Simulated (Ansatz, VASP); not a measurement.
## SrLi2Al6Si11O33 (glassy 69SiO2-19Al2O3-6SrO-6Li2O (mol %)): VASP beside Ansatz

Aim: how closely do two programs agree when they are given the same cell, functional and k mesh? Of the first pair: The structure shown is the start of the Ansatz relaxation below; VASP solves that cell, so the two are compared at the walk's first step.

Main program and level: Ansatz 0.2.0; plane waves, with VASP 6.6.1 beside it; single point at PBE.

## (1) The structure

The cell holds 106 atoms: 22 Si, 12 Al, 2 Sr, 4 Li and 66 O. Cell: a = 11.257 Å, b = 11.257 Å, c = 11.257 Å, α = 90.0°, β = 90.0°, γ = 90.0°. As first built, before any earlier steps moved the atoms (in the runner's words): 106 atoms (22 Si, 12 Al, 2 Sr, 4 Li, 66 O) placed at random at 2.56 g/cm^3, melted at 4000 K for 10 ps at fixed volume with the Morse and Coulomb pair potential with partial charges (Pedone, Malavasi, Menziani, Cormack and Segre, J. Phys. Chem. B 110, 11780 (2006)). Quenched from 4000 K to 300 K at 50 K/ps and fixed volume, held 5 ps.

## (2) Ansatz: relaxation, PBE

Ansatz runs on its default PAW (the set named soft_2) files.

The two programs are compared at the cell with which this relaxation starts, whose forces are those of its first step.

input.yaml

```yaml
crystal:
  lattice:
    - [11.2565, 0.0, 0.0]
    - [0.0, 11.2565, 0.0]
    - [0.0, 0.0, 11.2565]
  atoms:
    - { symbol: Si, position: [0.38452, 0.45629, 0.7224] }
    - { symbol: Si, position: [0.98754, 0.55582, 0.88225] }
    - { symbol: Si, position: [0.42257, 0.92581, 0.31073] }
    - { symbol: Si, position: [0.85503, 0.78182, 0.58407] }
    - { symbol: Si, position: [0.04035, 0.41876, 0.35114] }
    - { symbol: Si, position: [0.47432, 0.3231, 0.50971] }
    - { symbol: Si, position: [0.68709, 0.60724, 0.28877] }
    - { symbol: Si, position: [0.13158, 0.33421, 0.77294] }
    - { symbol: Si, position: [0.41246, 0.23696, 0.16861] }
    - { symbol: Si, position: [0.72384, 0.60342, 0.78057] }
    - { symbol: Si, position: [0.65736, 0.23706, 0.32105] }
    - { symbol: Si, position: [0.13317, 0.90156, 0.00989] }
    - { symbol: Si, position: [0.22583, 0.17657, 0.9886] }
    - { symbol: Si, position: [0.58361, 0.37622, 0.87899] }
    - { symbol: Si, position: [0.28918, 0.69917, 0.36514] }
    - { symbol: Si, position: [0.33346, 0.72259, 0.63276] }
    - { symbol: Si, position: [0.83234, 0.41755, 0.17242] }
    - { symbol: Si, position: [0.62926, 0.08955, 0.83122] }
    - { symbol: Si, position: [0.96247, 0.23538, 0.05392] }
    - { symbol: Si, position: [0.018, 0.68782, 0.36879] }
    - { symbol: Si, position: [0.0458, 0.20966, 0.53878] }
    - { symbol: Si, position: [0.68511, 0.89475, 0.02364] }
    - { symbol: Al, position: [0.88731, 0.69091, 0.10612] }
    - { symbol: Al, position: [0.48741, 0.71735, 0.91595] }
    - { symbol: Al, position: [0.49454, 0.50727, 0.11902] }
    - { symbol: Al, position: [0.17656, 0.19347, 0.30767] }
    - { symbol: Al, position: [0.08385, 0.78254, 0.7517] }
    - { symbol: Al, position: [0.83223, 0.02946, 0.45573] }
    - { symbol: Al, position: [0.95759, 0.01045, 0.21417] }
    - { symbol: Al, position: [0.29871, 0.10175, 0.53623] }
[... 70 atom lines left out ...]
    - { symbol: O, position: [0.3803, 0.79275, 0.30926] }
    - { symbol: O, position: [0.38543, 0.83503, 0.87493] }
    - { symbol: O, position: [0.39908, 0.38982, 0.17104] }
    - { symbol: O, position: [0.96034, 0.70071, 0.24199] }
    - { symbol: O, position: [0.78539, 0.90402, 0.53343] }
    - { symbol: O, position: [0.61173, 0.23363, 0.87864] }
kpoints:
  mp_grid: { grid: [1, 1, 1] }
hamiltonian:
  xc: pbe
scf:
  occupations: { method: fixed }
output:
  forces: true
relax:
  f_tol: 0.05
  max_steps: 150
  cell: {}
```

On the command line:

```console
$ ansatz run input.yaml --threads 4 --pin off --max-ram 8192MiB --backend cpu --events-out ev --progress --plain --runs-dir out
```

Numbers of over 12 decimals in the logs are rounded to 6 here.

The log of the run:

```text
Engine: ansatz 0.2.0, x86_64-unknown-linux-gnu
Pseudopotentials: kind: paw
Pseudopotential: Si, paw, valence charge 4, recommended cutoff 420 eV (normal), Si.paw.azcp
Pseudopotential: Al, paw, valence charge 3, recommended cutoff 420 eV (normal), Al.paw.azcp
Pseudopotential: Sr, paw, valence charge 10, recommended cutoff 420 eV (normal), Sr.paw.azcp
Pseudopotential: Li, paw, valence charge 3, recommended cutoff 420 eV (normal), Li.paw.azcp
Pseudopotential: O, paw, valence charge 6, recommended cutoff 420 eV (normal), O.paw.azcp
Functional definition: PBE
  parameter kappa = 0.804
  parameter beta = 0.066725
  exchange = pbe_x(kappa = kappa, mu = beta*pi^2/3)
  correlation = pbe_c(beta = beta)
Crystal: 106 atoms, lattice volume = 1426.298 Å³
Basis set: ecut = 420 eV, 27825 PW (Γ), exchange–correlation on 160×160×160 points (8 copies of the dense FFT grid, shifted against one another)
Bands: 382, of which v1, the nominal top of the filled ones, is band 276 counted from 1 (275 counted from 0)
Symmetry: 1 space group operations
Space group: P1 (ITA 1), of the structure as read, at distance tolerance 1.1e-4 Å
k-points: 1
Non-local potential: Si, projectors of the file, l = 0: 2, l = 1: 2, l = 2: 2
Non-local potential: Al, projectors of the file, l = 0: 2, l = 1: 2, l = 2: 1
Non-local potential: Sr, projectors of the file, l = 0: 3, l = 1: 2, l = 2: 2
Non-local potential: Li, projectors of the file, l = 0: 3, l = 1: 2, l = 2: 1
Non-local potential: O, projectors of the file, l = 0: 2, l = 1: 2, l = 2: 1
PAW form: soft (Blöchl's): semilocal exchange-correlation on the pseudo side does not see the compensation charge
PAW one-centre angular grid: Si, 110 points (default); XC on 64 Gauss nodes
PAW one-centre angular grid: Al, 110 points (default); XC on 64 Gauss nodes
PAW one-centre angular grid: Sr, 110 points (default); XC on 64 Gauss nodes
PAW one-centre angular grid: Li, 110 points (default); XC on 64 Gauss nodes
PAW one-centre angular grid: O, 110 points (default); XC on 64 Gauss nodes
Initial density: superposition of atomic densities (neutral atoms: chi_scale 0, normalization atom), corrected by the library's trained network
Initial wavefunctions: pseudopotential atomic-orbital guess
Functional: x = pbe(κ = 0.804, μ = 0.219515), c = pbe(β = 0.066725)
SCF iter   1: F=—  HF=-65912.043859 eV  |F-HF|=—  |Δ(HF+E_count)|=         —  Δρ=2.06e-3  dr2=6.43e-2  ethr=1.77e-3  ⟨swp⟩=5.0  Hψ=1354  notcnv=0  defer=103
preconditioner: auto → Resta (q_TF=auto, 2.329 Å⁻¹)  ε∞=3.1  [insulator: Δε(μ)=3.005 eV  Ē_g=15.774 eV  n_scr=304 (ndim 8)  ℏωp=22.8 eV  f_vac=0.142  ε∞_Penn≈3.1]
SCF iter   2: F=—  HF=-65912.051649 eV  |F-HF|=—  |Δ(HF+E_count)|=   7.79e-3  Δρ=1.09e-3  dr2=1.60e-2  ethr=1.17e-5  ⟨swp⟩=3.0  Hψ=602  notcnv=0  defer=104
SCF iter   3: F=—  HF=-65912.056479 eV  |F-HF|=—  |Δ(HF+E_count)|=   4.83e-3  Δρ=4.99e-4  dr2=4.54e-3  ethr=2.91e-6  ⟨swp⟩=3.0  Hψ=498  notcnv=0  defer=82
automatic band count: iteration 3 solves 360 bands in place of 382: the levels show a gap, and the empty bands left out lie too high to hold charge; the band table lists the bands solved (type scf.n_extra_bands for more)
SCF iter   4: F=—  HF=-65912.056703 eV  |F-HF|=—  |Δ(HF+E_count)|=   2.24e-4  Δρ=1.36e-4  dr2=3.46e-4  ethr=8.23e-7  ⟨swp⟩=2.0  Hψ=499  notcnv=0  defer=82
SCF iter   5: F=—  HF=-65912.056815 eV  |F-HF|=—  |Δ(HF+E_count)|=   1.12e-4  Δρ=8.18e-5  dr2=9.11e-5  ethr=6.26e-8  ⟨swp⟩=2.0  Hψ=558  notcnv=0  defer=82
SCF iter   6: F=—  HF=-65912.054760 eV  |F-HF|=—  |Δ(HF+E_count)|=   2.06e-3  Δρ=2.90e-5  dr2=1.20e-5  ethr=1.65e-8  ⟨swp⟩=2.0  Hψ=638  notcnv=0  defer=82
SCF iter   7: F=—  HF=-65912.054764 eV  |F-HF|=—  |Δ(HF+E_count)|=   4.30e-6  Δρ=9.13e-6  dr2=1.46e-6  ethr=2.18e-9  ⟨swp⟩=2.0  Hψ=497  notcnv=0  defer=82
SCF iter   8: F=—  HF=-65912.054765 eV  |F-HF|=—  |Δ(HF+E_count)|=   1.43e-6  Δρ=6.89e-6  dr2=5.66e-7  ethr=2.64e-10  ⟨swp⟩=2.0  Hψ=556  notcnv=0  defer=82
SCF iter   9: F=-65912.054765 eV  HF=-65912.054765 eV  |F-HF|=2.08e-8  |Δ(HF+E_count)|=   1.23e-8  Δρ=1.49e-6  dr2=3.66e-8  ethr=1.81e-11  ⟨swp⟩=3.0  Hψ=1194  notcnv=0
SCF 1 converged in 9 iterations: F = -65912.054765 eV  dr2 = 3.66e-8
  greatest PAW one-centre occupation: 1.000 electrons in one spin orbital (limit 2), on the Li atom at site 36 (counted from 0), in its partial waves of l = 0
relax step   1: F+E_penalty+E_count = -65912.05476530 eV  Δ(F+E_penalty+E_count) = +0.000e0 eV  max|allowed force component| = 4.189e0 eV/Å  Δτ_max = 0.0000 Å  P = +1.861 GPa  Ω = 1426.298 Å³  (9 SCF iters, dr2 threshold 1.00e-7 eV, accepted)
Crystal: 106 atoms, lattice volume = 1414.240 Å³
Basis set: ecut = 420 eV, 27659 PW (Γ), exchange–correlation on 160×160×160 points (8 copies of the dense FFT grid, shifted against one another)
Initial density: handed on by an earlier stage of this run
Initial wavefunctions: those handed on with the density
[...]
- [0.072615, 0.221824, 11.325013]
  atoms:
    - { symbol: Si, position: [0.384724, 0.456780, 0.715621] }
    - { symbol: Si, position: [1.001121, 0.558144, 0.891573] }
    - { symbol: Si, position: [0.425145, 0.929821, 0.308489] }
    - { symbol: Si, position: [0.856722, 0.777216, 0.595473] }
    - { symbol: Si, position: [0.025573, 0.417032, 0.366102] }
    - { symbol: Si, position: [0.454158, 0.318515, 0.500161] }
    - { symbol: Si, position: [0.681911, 0.606305, 0.277261] }
    - { symbol: Si, position: [0.142447, 0.333286, 0.778019] }
    - { symbol: Si, position: [0.414467, 0.234864, 0.175521] }
    - { symbol: Si, position: [0.729319, 0.597925, 0.781876] }
    - { symbol: Si, position: [0.649995, 0.239143, 0.323617] }
    - { symbol: Si, position: [0.138736, 0.908437, 0.00768745] }
    - { symbol: Si, position: [0.231943, 0.177544, 0.993007] }
    - { symbol: Si, position: [0.585348, 0.376708, 0.875773] }
    - { symbol: Si, position: [0.288582, 0.695104, 0.361488] }
    - { symbol: Si, position: [0.345768, 0.721853, 0.624632] }
    - { symbol: Si, position: [0.826599, 0.410862, 0.170249] }
    - { symbol: Si, position: [0.631035, 0.094860, 0.815698] }
    - { symbol: Si, position: [0.960585, 0.224245, 0.042050] }
    - { symbol: Si, position: [0.016148, 0.687893, 0.371397] }
    - { symbol: Si, position: [0.039115, 0.211925, 0.551286] }
    - { symbol: Si, position: [0.691744, 0.896658, 0.025123] }
    - { symbol: Al, position: [0.882000, 0.682123, 0.110503] }
    - { symbol: Al, position: [0.497650, 0.725139, 0.925525] }
    - { symbol: Al, position: [0.500452, 0.504163, 0.100822] }
    - { symbol: Al, position: [0.167679, 0.186459, 0.318072] }
    - { symbol: Al, position: [0.095347, 0.779793, 0.758756] }
    - { symbol: Al, position: [0.841404, 0.031406, 0.457816] }
    - { symbol: Al, position: [0.962794, 0.016111, 0.210868] }
    - { symbol: Al, position: [0.302263, 0.084536, 0.534727] }
    - { symbol: Al, position: [0.295920, 0.428033, 0.294611] }
    - { symbol: Al, position: [0.383315, 0.937255, 0.753706] }
    - { symbol: Al, position: [0.381573, 0.903353, 0.043497] }
    - { symbol: Al, position: [0.706511, 0.902172, 0.276424] }
    - { symbol: Sr, position: [0.580962, -0.00322787, 0.566258] }
    - { symbol: Sr, position: [0.909952, 0.024726, 0.785484] }
    - { symbol: Li, position: [0.172049, 0.928849, 0.368375] }
    - { symbol: Li, position: [0.866048, 0.348632, 0.867101] }
    - { symbol: Li, position: [0.655135, 0.462842, 0.509190] }
    - { symbol: Li, position: [0.272700, 0.654921, 0.096484] }
    - { symbol: O, position: [0.423318, 0.617654, 0.016108] }
    - { symbol: O, position: [0.046177, 0.414607, 0.857545] }
    - { symbol: O, position: [0.599712, 0.419266, 0.00965292] }
    - { symbol: O, position: [0.677031, 0.454762, 0.779662] }
    - { symbol: O, position: [0.717857, 0.100300, 0.700344] }
    - { symbol: O, position: [0.798998, 0.790743, 0.020340] }
    - { symbol: O, position: [0.729087, 0.327893, 0.238604] }
    - { symbol: O, position: [0.241674, 0.818653, 0.071279] }
    - { symbol: O, position: [0.565560, 0.932583, 0.355604] }
    - { symbol: O, position: [0.149213, 0.352766, 0.306347] }
    - { symbol: O, position: [0.883605, 0.359890, 0.046718] }
    - { symbol: O, position: [0.584408, 0.324076, 0.425999] }
    - { symbol: O, position: [0.501569, 0.039389, 0.780604] }
    - { symbol: O, position: [0.702773, 0.976744, 0.139291] }
    - { symbol: O, position: [0.244592, 0.410952, 0.703871] }
    - { symbol: O, position: [0.550520, 0.839912, 0.025761] }
    - { symbol: O, position: [0.938987, 0.420395, 0.256775] }
    - { symbol: O, position: [0.237847, 0.027440, 0.990817] }
    - { symbol: O, position: [0.332817, 0.985080, 0.413834] }
    - { symbol: O, position: [0.084045, 0.059676, 0.300189] }
    - { symbol: O, position: [0.721056, 0.132764, 0.403124] }
    - { symbol: O, position: [0.949527, 0.098191, 0.549826] }
    - { symbol: O, position: [0.777411, 0.554709, 0.155345] }
    - { symbol: O, position: [0.932226, 0.731721, 0.480750] }
[...]
- { symbol: O, position: [0.429979, 0.177689, 0.533853] }
    - { symbol: O, position: [0.708996, 0.748240, 0.255470] }
    - { symbol: O, position: [0.377524, 0.791033, 0.296529] }
    - { symbol: O, position: [0.384431, 0.845575, 0.886054] }
    - { symbol: O, position: [0.396957, 0.389058, 0.172612] }
    - { symbol: O, position: [0.962746, 0.706529, 0.241724] }
    - { symbol: O, position: [0.784125, 0.903480, 0.546760] }
    - { symbol: O, position: [0.619540, 0.231720, 0.870949] }
```

## (3) VASP: single point, PBE, start cell, pair 1

The same cell, functional and mesh now go to VASP, with its own data sets.

Lines of VASP's logs that name or quote its potential files are left out, and so is its time.

INCAR

```
SYSTEM = SrLi2Al6Si11O33
PREC = Accurate
ENCUT = 650
EDIFF = 1E-06
NELM = 120
ISMEAR = 0
SIGMA = 0.01
LREAL = Auto
ALGO = Normal
GGA = PE
NBANDS = 352
LORBIT = 11
LWAVE = .FALSE.
LCHARG = .FALSE.
ISIF = 2
LASPH = .TRUE.
GGA_COMPAT = .FALSE.
EFERMI = MIDGAP
NCORE = 2
```

POSCAR

```
SrLi2Al6Si11O33
1.0
   11.2565000000      0.0000000000      0.0000000000
    0.0000000000     11.2565000000      0.0000000000
    0.0000000000      0.0000000000     11.2565000000
Si Al Sr Li O
22 12 2 4 66
Direct
    0.3845156132      0.4562874783      0.7224003909
    0.9875360903      0.5558210812      0.8822458135
    0.4225736241      0.9258117532      0.3107271354
    0.8550259850      0.7818238351      0.5840714254
    0.0403500200      0.4187624928      0.3511393417
    0.4743215031      0.3231022076      0.5097143872
    0.6870874606      0.6072402612      0.2887664905
    0.1315773109      0.3342069027      0.7729400791
    0.4124639097      0.2369564252      0.1686136899
    0.7238395594      0.6034202461      0.7805712255
    0.6573624128      0.2370630302      0.3210500600
    0.1331675032      0.9015590992      0.0098876205
    0.2258339626      0.1765735353      0.9886021410
    0.5836094701      0.3762181850      0.8789943588
    0.2891840270      0.6991693688      0.3651401413
    0.3334606672      0.7225869498      0.6327632923
    0.8323368720      0.4175543020      0.1724159375
    0.6292630924      0.0895482610      0.8312175188
    0.9624661307      0.2353840004      0.0539243992
    0.0179984898      0.6878159286      0.3687913650
    0.0457957624      0.2096566428      0.5387820370
    0.6851063830      0.8947541421      0.0236396749
    0.8873095545      0.6909074757      0.1061164660
    0.4874072758      0.7173455337      0.9159507840
    0.4945409319      0.5072713543      0.1190156798
    0.1765557678      0.1934704393      0.3076711234
    0.0838537734      0.7825434194      0.7516990183
    0.8322302670      0.0294585351      0.4557278017
    0.9575889486      0.0104472971      0.2141695909
    0.2987074135      0.1017456581      0.5362323991
[... 70 atom lines left out ...]
    0.3802958291      0.7927508551      0.3092613157
    0.3854306401      0.8350286501      0.8749255985
    0.3990760894      0.3898192156      0.1710389553
    0.9603429130      0.7007062586      0.2419935149
    0.7853862213      0.9040198996      0.5334340159
    0.6117265580      0.2336339004      0.8786390086
```

KPOINTS

```
Automatic mesh
0
Gamma
1 1 1
0 0 0
```

The projector-augmented-wave data sets are Si, Al, Sr_sv, Li_sv and O (PBE family, release 64).

On the command line:

```console
$ mpirun -np 8 vasp_gam
```

The log of the run:

```text
[banner, memory and clock lines left out]
running    8 mpi-ranks, on    1 nodes
[...]
LDA part: xc-table for (Slater+PW92), standard interpolation
 POSCAR, INCAR and KPOINTS ok, starting setup
[...]
entering main loop
       N       E                     dE             d eps       ncg     rms          rms(c)
DAV:   1     0.582126343505E+04    0.58213E+04   -0.35996E+05   704   0.185E+03
DAV:   2    -0.344798775999E+03   -0.61661E+04   -0.59449E+04   856   0.415E+02
DAV:   3    -0.884620371137E+03   -0.53982E+03   -0.53605E+03   840   0.130E+02
DAV:   4    -0.901572581170E+03   -0.16952E+02   -0.16872E+02   896   0.223E+01
[...]
DAV:  18    -0.783897994240E+03   -0.60943E-05   -0.81425E-05   832   0.185E-02    0.153E-02
DAV:  19    -0.783897993210E+03    0.10300E-05   -0.96439E-06   816   0.689E-03    0.574E-03
DAV:  20    -0.783897993803E+03   -0.59330E-06   -0.35963E-06   672   0.469E-03
   1 F= -.78389799E+03 E0= -.78389799E+03  d E =0.000000E+00
```

OUTCAR, selected parts (step 3):

```text
  Total       11.0426703     -3.8439902     36.9885616      9.0687081     15.9333846     -3.0726028
  in kB       12.4043657     -4.3180008     41.5497006     10.1869899     17.8981645     -3.4514920
  external PRESSURE =      16.5453551 kB  Pullay stress =       0.0000000 kB

 POSITION                                       TOTAL-FORCE (eV/Angst)
 -----------------------------------------------------------------------------------
      4.32830      5.13620      8.13170        -1.730352      2.736862      1.490818
     11.11620      6.25660      9.93100        -0.537574      0.876552     -2.228855
      4.75670     10.42140      3.49770         1.031282      2.659205     -0.106150
      9.62460      8.80060      6.57460        -1.842330     -1.012887      0.895485
      0.45420      4.71380      3.95260        -0.187385     -1.171204      1.231841
      5.33920      3.63700      5.73760        -0.775198      0.830257     -3.001899
      7.73420      6.83540      3.25050        -0.067022      1.182060     -1.505119
      1.48110      3.76200      8.70060         4.193934     -0.233361      1.764477
[...]
9.84720      3.98920      0.57500         0.108562      0.806277     -1.178493
      6.81540      3.44610      4.96810         0.047221      0.346726      1.212408
      5.63750      0.36170      9.05970        -0.043316      0.518359     -0.144281
      7.86060     10.83270      1.64330        -0.001849      1.362081      0.080316
      2.79130      4.62090      8.12170        -1.280175     -0.408420     -0.324531
[...]
-----------------------------------------------------------------------------------
    total drift:                               -0.017043     -0.023373     -0.025846

  FREE ENERGIE OF THE ION-ELECTRON SYSTEM (eV)
  ---------------------------------------------------
  free  energy   TOTEN  =      -783.8979938035 eV

  energy  without entropy=     -783.8979938035  energy(sigma->0) =     -783.89799380

[... 3 further parts left out ...]
[key lines of the parts left out:]
E-fermi :   3.9063
```

The run ends at a pressure of 1.65 GPa, with forces up to 4.6 eV/Å.

## (4) Comparison

Known differences besides the potentials themselves: fixed occupations in Ansatz, narrow Gaussian smearing in VASP; the cutoff is 420 eV in Ansatz and 650 eV in VASP (PREC = Accurate, projectors in real space). Total energies have different zeros and are not compared.

Forces on 8 of the 106 atoms, those with the largest forces and the largest differences (eV/Å; atoms numbered as in POSCAR):

```csv
atom,"Ansatz x, y, z","VASP x, y, z"
Si1,"-1.718, 2.688, 1.486","-1.730, 2.737, 1.491"
Si8,"4.189, -0.209, 1.776","4.194, -0.233, 1.764"
Si13,"-4.036, -0.290, 1.111","-4.010, -0.302, 1.085"
Si14,"0.322, 1.786, 3.145","0.332, 1.765, 3.158"
Al29,"2.265, 2.064, -1.825","2.250, 2.041, -1.816"
O45,"2.454, -0.402, -2.573","2.514, -0.381, -2.644"
O67,"1.269, -1.486, 3.376","1.306, -1.546, 3.449"
O69,"-2.351, 1.650, 1.073","-2.432, 1.691, 1.115"
```

The forces differ by 26 meV/Å r.m.s., which is 2.1 % of the r.m.s. force of 1.203 eV/Å (both taken over all components).

## (5) Ansatz: relaxation, PBE

This run makes the geometry at which the two programs are then compared. The cell compared in this pair holds 1375.97 Å³, against 1426.30 Å³ for the pair before.

The structure compared here is the end of the Ansatz relaxation.

input.yaml is that of step 2.

On the command line:

```console
$ ansatz run input.yaml --threads 4 --pin off --max-ram 8192MiB --backend cpu --events-out ev --progress --plain --runs-dir out
```

The log of the run:

```text
[...]
Crystal: 106 atoms, lattice volume = 1426.298 Å³
Basis set: ecut = 420 eV, 27825 PW (Γ), exchange–correlation on 160×160×160 points (8 copies of the dense FFT grid, shifted against one another)
Bands: 382, of which v1, the nominal top of the filled ones, is band 276 counted from 1 (275 counted from 0)
Symmetry: 1 space group operations
[...]
k-points: 1
[...]
- { symbol: O, position: [0.046177, 0.414607, 0.857545] }
    - { symbol: O, position: [0.599712, 0.419266, 0.00965292] }
    - { symbol: O, position: [0.677031, 0.454762, 0.779662] }
    - { symbol: O, position: [0.717857, 0.100300, 0.700344] }
    - { symbol: O, position: [0.798998, 0.790743, 0.020340] }
    - { symbol: O, position: [0.729087, 0.327893, 0.238604] }
    - { symbol: O, position: [0.241674, 0.818653, 0.071279] }
[...]
- { symbol: O, position: [0.396957, 0.389058, 0.172612] }
    - { symbol: O, position: [0.962746, 0.706529, 0.241724] }
    - { symbol: O, position: [0.784125, 0.903480, 0.546760] }
    - { symbol: O, position: [0.619540, 0.231720, 0.870949] }
```

[end of part 1 of 2]

[Lines on the potential files, build, host, timing and source positions are cut from VASP's logs without a mark.]

[Logs are printed without paths, hosts, clocks, repeated set-up lines and the standing remarks that a program may print on its own settings, such as how far it seeks lower states.]

[Hosts, paths, dates, database ids (printed as entryN), source tags and the programs' standing remarks are cut or masked in the printed files.]
